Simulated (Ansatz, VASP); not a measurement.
## Ta3GaC (Ta3GaC antiperovskite) in two plane-wave programs

One calculation is typed for both programs; each brings its own data sets. How far apart do they land? The cell is generated by rule, not measured, and may not be a known phase. The cell is taken from a series of runs on this material, whose earlier steps may have relaxed, scaled, displaced or heated it; both programs get it as it stands.

Program: Ansatz 0.2.0. Level of theory: plane waves, with VASP 6.6.1 beside it; relaxation of cell and atoms at PBE. Results are calculated unless marked as measured.

The structure was built from a prototype and need not be the compound's stable phase.

### Step 1. Starting point

It takes space group Pm-3m (No. 221, cubic). Conventional cell: a = 4.273 Å, b = 4.273 Å, c = 4.273 Å, α = 90.00°, β = 90.00°, γ = 90.00°. Nearest to Ga lie 12 Ta at 3.02 Å. Nearest to Ta lie 2 C at 2.14 Å and 8 Ta at 3.02 Å and 4 Ga at 3.02 Å. Nearest to C lie 6 Ta at 2.14 Å. Farther neighbours are not listed.

Coordinates:

```cif
data_structure
_symmetry_space_group_name_H-M 'Pm-3m'
_symmetry_Int_Tables_number 221
_cell_length_a 4.2726
_cell_length_b 4.2726
_cell_length_c 4.2726
_cell_angle_alpha 90.000
_cell_angle_beta 90.000
_cell_angle_gamma 90.000
_cell_volume 78.00
loop_
_atom_site_label
_atom_site_type_symbol
_atom_site_symmetry_multiplicity
_atom_site_Wyckoff_symbol
_atom_site_fract_x
_atom_site_fract_y
_atom_site_fract_z
_atom_site_occupancy
Ga1 Ga 1 a 0.00000 0.00000 0.00000 1
Ta1 Ta 3 c 0.50000 0.50000 0.00000 1
C1 C 1 b 0.50000 0.50000 0.50000 1
```

### Step 2. VASP: relaxation of cell and atoms, PBE

The relaxed volume is the usual yardstick between codes: in a stiff, nearly cubic crystal its relative difference is about their pressure difference at one cell divided by the bulk modulus.

Lines of VASP's logs that name or quote its potential files are left out, and so is its time.

Input file INCAR:

```
SYSTEM = Ta3GaC
PREC = Accurate
ENCUT = 600
EDIFF = 1E-07
NELM = 120
ISMEAR = 0
SIGMA = 0.1
LREAL = .FALSE.
ALGO = Normal
GGA = PE
NBANDS = 31
LASPH = .TRUE.
LORBIT = 11
LWAVE = .FALSE.
LCHARG = .FALSE.
ISIF = 3
IBRION = 2
NSW = 80
EDIFFG = -0.005
GGA_COMPAT = .FALSE.
NELMIN = 4
KPAR = 2
```

Input file POSCAR:

```
Ta3GaC
1.0
    4.2726000000      0.0000000000      0.0000000000
    0.0000000000      4.2726000000      0.0000000000
    0.0000000000      0.0000000000      4.2726000000
Ga Ta C
1 3 1
Direct
    0.0000000000      0.0000000000      0.0000000000
    0.5000000000      0.5000000000      0.0000000000
    0.5000000000      0.0000000000      0.5000000000
    0.0000000000      0.5000000000      0.5000000000
    0.5000000000      0.5000000000      0.5000000000
```

Input file KPOINTS:

```
Automatic mesh
0
Gamma
6 6 6
0 0 0
```

PAW data sets: Ga_d, Ta_pv and C (PBE family, release 64).

Run with:

```console
$ mpirun -np 2 vasp_std
```

Numbers of over 12 decimals in the logs are rounded to 6 here.

What it wrote:

```text
[banner, memory and clock lines left out]
running    2 mpi-ranks, on    1 nodes
 distrk:  each k-point on    1 cores,    2 groups
 distr:  one band on    1 cores,    1 groups

 POSCAR found type information on POSCAR GaTaC
 POSCAR found :  3 types and       5 ions
 LDA part: xc-table for (Slater+PW92), standard interpolation
 POSCAR, INCAR and KPOINTS ok, starting setup
 FFT: planning ... GRIDC
 FFT: planning ... GRID_SOFT
 FFT: planning ... GRID
 WAVECAR not read
 entering main loop
       N       E                     dE             d eps       ncg     rms          rms(c)
DAV:   1     0.502253123712E+03    0.50225E+03   -0.29152E+04  1344   0.236E+03
DAV:   2    -0.760003610917E+01   -0.50985E+03   -0.49595E+03  1290   0.583E+02
DAV:   3    -0.514975348508E+02   -0.43897E+02   -0.42089E+02  1487   0.139E+02
DAV:   4    -0.537930728084E+02   -0.22955E+01   -0.22175E+01  1650   0.285E+01
DAV:   5    -0.538554790369E+02   -0.62406E-01   -0.62329E-01  1524   0.426E+00    0.311E+01
DAV:   6    -0.478561814944E+02    0.59993E+01   -0.27848E+01  1573   0.251E+01    0.127E+01
DAV:   7    -0.478862185568E+02   -0.30037E-01   -0.28685E+00  1471   0.696E+00    0.647E+00
DAV:   8    -0.478505304364E+02    0.35688E-01   -0.67543E-01  1500   0.342E+00    0.119E+00
DAV:   9    -0.478204331663E+02    0.30097E-01   -0.33369E-01  1535   0.208E+00    0.443E-01
DAV:  10    -0.478154450762E+02    0.49881E-02   -0.52265E-02  1554   0.104E+00    0.183E-01
DAV:  11    -0.478157533216E+02   -0.30825E-03   -0.30951E-03  1614   0.261E-01    0.111E-01
DAV:  12    -0.478153813316E+02    0.37199E-03   -0.15697E-03  1606   0.155E-01    0.241E-02
DAV:  13    -0.478153949207E+02   -0.13589E-04   -0.88728E-05  1513   0.467E-02    0.885E-03
DAV:  14    -0.478153936325E+02    0.12882E-05   -0.13313E-05  1682   0.168E-02    0.455E-03
DAV:  15    -0.478153931331E+02    0.49949E-06   -0.26117E-06  1393   0.662E-03    0.153E-03
DAV:  16    -0.478153931296E+02    0.34870E-08   -0.23586E-07  1207   0.265E-03
   1 F= -.47815393E+02 E0= -.47792916E+02  d E =-.478154E+02
 curvature:   0.00 expect dE= 0.000E+00 dE for cont linesearch  0.000E+00
 trial: gam= 0.00000 g(F)=  0.000E+00 g(S)=  0.204E-01 ort = 0.000E+00 (trialstep = 0.100E+01)
 search vector abs. value=  0.204E-01
 bond charge predicted
       N       E                     dE             d eps       ncg     rms          rms(c)
DAV:   2    -0.478445171612E+02    0.15551E+00   -0.31401E-01  1574   0.503E+00    0.144E+00
DAV:   3    -0.478087779856E+02    0.35739E-01   -0.11200E-01  1633   0.271E+00    0.340E-01
DAV:   4    -0.478073038964E+02    0.14741E-02   -0.40158E-03  1391   0.459E-01    0.249E-01
DAV:   5    -0.478063741912E+02    0.92971E-03   -0.18720E-03  1599   0.277E-01    0.809E-02
DAV:   6    -0.478063188623E+02    0.55329E-04   -0.34514E-04  1624   0.952E-02    0.250E-02
DAV:   7    -0.478063115752E+02    0.72871E-05   -0.60212E-05  1601   0.506E-02    0.173E-02
DAV:   8    -0.478063092281E+02    0.23471E-05   -0.85990E-06  1626   0.221E-02    0.349E-03
DAV:   9    -0.478063094908E+02   -0.26271E-06   -0.83100E-07  1359   0.472E-03    0.123E-03
DAV:  10    -0.478063094559E+02    0.34849E-07   -0.84602E-08   781   0.229E-03
   2 F= -.47806309E+02 E0= -.47783438E+02  d E =0.908367E-02
 trial-energy change:    0.009084  1 .order    0.008752   -0.020422    0.037925
 step:   0.3423(harm=  0.3500)  dis= 0.00000  next Energy=   -47.818875 (dE=-0.348E-02)
 bond charge predicted
       N       E                     dE             d eps       ncg     rms          rms(c)
DAV:   1    -0.479027300025E+02   -0.96421E-01   -0.21025E+00  1574   0.146E+01    0.222E+00
DAV:   2    -0.478351707007E+02    0.67559E-01   -0.14236E-01  1588   0.355E+00    0.948E-01
DAV:   3    -0.478198767806E+02    0.15294E-01   -0.47580E-02  1627   0.173E+00    0.239E-01
DAV:   4    -0.478192782901E+02    0.59849E-03   -0.16904E-03  1384   0.295E-01    0.178E-01
DAV:   5    -0.478188746396E+02    0.40365E-03   -0.81757E-04  1591   0.181E-01    0.581E-02
DAV:   6    -0.478188615258E+02    0.13114E-04   -0.14837E-04  1587   0.699E-02    0.153E-02
DAV:   7    -0.478188564246E+02    0.51012E-05   -0.25080E-05  1584   0.320E-02    0.139E-02
DAV:   8    -0.478188571603E+02   -0.73569E-06   -0.31389E-06  1560   0.118E-02    0.240E-03
DAV:   9    -0.478188570923E+02    0.67977E-07   -0.57794E-07  1291   0.320E-03
   3 F= -.47818857E+02 E0= -.47796228E+02  d E =-.346396E-02
 curvature:  -0.17 expect dE=-0.157E-09 dE for cont linesearch -0.157E-09
 trial: gam= 0.00000 g(F)=  0.998E-66 g(S)=  0.899E-09 ort =-0.429E-05 (trialstep = 0.868E+00)
 search vector abs. value=  0.999E-09
 reached required accuracy - stopping structural energy minimisation
```

Parts of OUTCAR (step 2):

```text
ion  position               nearest neighbor table
   1  0.000  0.000  0.000-   2 3.02   3 3.02   4 3.02   3 3.02   4 3.02   2 3.02   4 3.02   4 3.02
                             2 3.02   3 3.02   3 3.02   2 3.02
   2  0.500  0.500  0.000-   5 2.14   5 2.14   4 3.02   1 3.02   3 3.02   4 3.02   3 3.02   1 3.02
                             3 3.02   3 3.02   1 3.02   4 3.02   4 3.02   1 3.02
   3  0.500  0.000  0.500-   5 2.14   5 2.14   4 3.02   1 3.02   1 3.02   2 3.02   2 3.02   4 3.02
                             2 3.02   2 3.02   1 3.02   4 3.02   1 3.02   4 3.02
   4  0.000  0.500  0.500-   5 2.14   5 2.14   3 3.02   1 3.02   1 3.02   2 3.02   1 3.02   3 3.02
                             1 3.02   2 3.02   3 3.02   2 3.02   2 3.02   3 3.02
   5  0.500  0.500  0.500-   2 2.14   3 2.14   4 2.14   2 2.14   3 2.14   4 2.14

  LATTYP: Found a simple cubic cell.
 ALAT       =     4.2726000000

 Subroutine GETGRP returns: Found 48 space group operations
 (whereof 48 operations were pure point group operations)

The static configuration has the point symmetry O_h .

 Found     20 irreducible k-points:

   k-points           NKPTS =     20   k-points in BZ     NKDIM =     20   number of bands    NBANDS=     31

   dimension x,y,z NGX =    36 NGY =   36 NGZ =   36
   dimension x,y,z NGXF=    72 NGYF=   72 NGZF=   72

   ENCUT  =  600.0 eV  44.10 Ry    6.64 a.u.   8.53  8.53  8.53*2*pi/ulx,y,z

   NELECT =      50.0000    total number of electrons

 k-points in reciprocal lattice and weights: Automatic mesh
   0.00000000  0.00000000  0.00000000       0.005
   0.16666667  0.00000000  0.00000000       0.028
   0.33333333  0.00000000  0.00000000       0.028
   0.50000000  0.00000000  0.00000000       0.014
   0.16666667  0.16666667  0.00000000       0.056
   0.33333333  0.16666667  0.00000000       0.111
   0.50000000  0.16666667  0.00000000       0.056
   0.33333333  0.33333333  0.00000000       0.056
   0.50000000  0.33333333  0.00000000       0.056
[...]
0.50000000  0.50000000  0.33333333       0.028
   0.50000000  0.50000000  0.50000000       0.005

 average (electrostatic) potential at core
       1 -64.0603       2 -36.5152       3 -36.5152       4 -36.5152       5 -48.4157

 E-fermi :   6.4025

 k-point     1 :       0.0000    0.0000    0.0000
  band No.  band energies     occupation
    ...
     20       3.4234      2.00000
     21       3.4234      2.00000
     22       4.0823      2.00000
     23       4.0823      2.00000
     24       4.0823      2.00000
     25       7.6155      0.00000
     26       7.6155      0.00000
     27       7.6155      0.00000
     28       7.9691      0.00000
     29       7.9691      0.00000
    ...

 k-point     2 :       0.1667    0.0000    0.0000
  band No.  band energies     occupation
    ...
     21       3.6408      2.00000
     22       3.6949      2.00000
     23       4.0593      2.00000
     24       4.0593      2.00000
     25       6.4063      0.95676
     26       7.2572      0.00000
     27       7.2572      0.00000
     28       7.7010      0.00000
     29       9.0073      0.00000
     30       9.0073      0.00000
    ...

 k-point     3 :       0.3333    0.0000    0.0000
  band No.  band energies     occupation
    ...
     21       3.7453      2.00000
     22       3.8571      2.00000
     23       3.8571      2.00000
     24       4.4991      2.00000
     25       6.1552      1.99953
     26       7.1637      0.00000
     27       7.4906      0.00000
     28       7.4906      0.00000
     29       8.9454      0.00000
     30       9.3139      0.00000
    ...

  Total       -0.0001763     -0.0001763     -0.0001763     -0.0000000     -0.0000000     -0.0000000
  in kB       -0.0035911     -0.0035911     -0.0035911     -0.0000000     -0.0000000     -0.0000000
  external PRESSURE =      -0.0035911 kB  Pullay stress =       0.0000000 kB

  energy-cutoff  :      600.00
  volume of cell :       78.65
      direct lattice vectors                 reciprocal lattice vectors
     4.284453374  0.000000000 -0.000000000     0.233402003  0.000000000  0.000000000
    -0.000000000  4.284453374 -0.000000000    -0.000000000  0.233402003  0.000000000
    -0.000000000 -0.000000000  4.284453374     0.000000000  0.000000000  0.233402003

 POSITION                                       TOTAL-FORCE (eV/Angst)
 -----------------------------------------------------------------------------------
      0.00000      0.00000      0.00000         0.000000      0.000000      0.000000
      2.14223      2.14223     -0.00000         0.000000      0.000000      0.000000
      2.14223      0.00000      2.14223         0.000000     -0.000000      0.000000
     -0.00000      2.14223      2.14223        -0.000000     -0.000000      0.000000
      2.14223      2.14223      2.14223         0.000000     -0.000000      0.000000
 -----------------------------------------------------------------------------------
    total drift:                                0.000000      0.000000      0.000000

  FREE ENERGIE OF THE ION-ELECTRON SYSTEM (eV)
  ---------------------------------------------------
  free  energy   TOTEN  =       -47.8188570923 eV

  energy  without entropy=      -47.7735997230  energy(sigma->0) =      -47.79622841

 reached required accuracy - stopping structural energy minimisation

 total charge
# of ion       s       p       d       tot
------------------------------------------
    1        0.831   0.784   9.973  11.589
    2        0.304   6.195   2.402   8.901
    3        0.304   6.195   2.402   8.901
    4        0.304   6.195   2.402   8.901
    5        0.888   1.627   0.000   2.515
--------------------------------------------------
tot          2.631  20.997  17.179  40.807

[... 3 further parts left out ...]
```

The k-mesh is coarse for a metal. The run keeps the 48 symmetry operations of its start, so it cannot find a distortion of lower symmetry.

(Part 1 of 2 ends here.)

[Lines on the potential files, build, host, timing and source positions are cut from VASP's logs without a mark.]

[Logs are printed without paths, hosts, clocks, repeated set-up lines and the standing remarks that a program may print on its own settings, such as how far it seeks lower states.]

[Hosts, paths, dates, database ids (printed as entryN), source tags and the programs' standing remarks are cut or masked in the printed files.]
